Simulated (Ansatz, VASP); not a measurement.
## ZnMo3 in VASP and in Ansatz

Contents of INCAR:

```
  ALGO = Normal
  EDIFF = 1E-6
  ENCUT = 520
  GGA = PE
  ISIF = 2
  ISMEAR = 1
  IVDW = 12
  LASPH = True
  LCHARG = False
  LREAL = False
  LWAVE = False
  NBANDS = 35
  NELM = 60
  PREC = Accurate
  SIGMA = 0.15
```

KPOINTS

```
k-points
0
Gamma
  5 5 5
```

Contents of POSCAR:

```
ZnMo3
1.0
    3.9431540000      0.0000000000      0.0000000000
    0.0000000000      3.9431540000      0.0000000000
    0.0000000000      0.0000000000      3.9431540000
Zn Mo
1 3
Direct
    0.0000000000      0.0000000000      0.0000000000
    0.0000000000      0.5000000000      0.5000000000
    0.5000000000      0.0000000000      0.5000000000
    0.5000000000      0.5000000000      0.0000000000
```

Input for Ansatz:

```yaml
crystal:
  lattice:
    - [3.943154, 0.0, 0.0]
    - [0.0, 3.943154, 0.0]
    - [0.0, 0.0, 3.943154]
  atoms:
    - { symbol: Zn, position: [0.0, 0.0, 0.0] }
    - { symbol: Mo, position: [0.0, 0.5, 0.5] }
    - { symbol: Mo, position: [0.5, 0.0, 0.5] }
    - { symbol: Mo, position: [0.5, 0.5, 0.0] }
basis:
  ecutwfc: 510.0
  xc_grid: 1
kpoints:
  mp_grid:
    grid: [5, 5, 5]
hamiltonian:
  xc: pbe
  dispersion: d3bj
scf:
  occupations:
    method: methfessel_paxton
    width: 0.15
output:
  eigenvalues: true
```

The cell comes from a database or a generator and needn't be the stable form of this composition.

Alike in both runs: task single point; functional PBE; dispersion D3(BJ); k mesh 5 × 5 × 5; occupations methfessel-paxton of order 1, width 0.15 eV; no spin polarisation.

|  | VASP | Ansatz |
| --- | --- | --- |
| version | VASP 6.6.1 | Ansatz 0.2.0 |
| potentials or method | VASP PAW PBE potentials, release 64 (Zn, Mo_sv) | plane waves, PAW |
| plane-wave cutoff (eV) | 520 | 510 |
| valence electrons in the cell | 54 | 54 |

|  | VASP | Ansatz | Ansatz less VASP |
| --- | --- | --- | --- |
| gap on the k mesh at the Fermi level (eV) | none | none | - |
| dispersion energy (meV/atom) | -637.5 | -637.7 | -0.18 |

A gap of «none» marks a metal or a gap that the smearing closes.
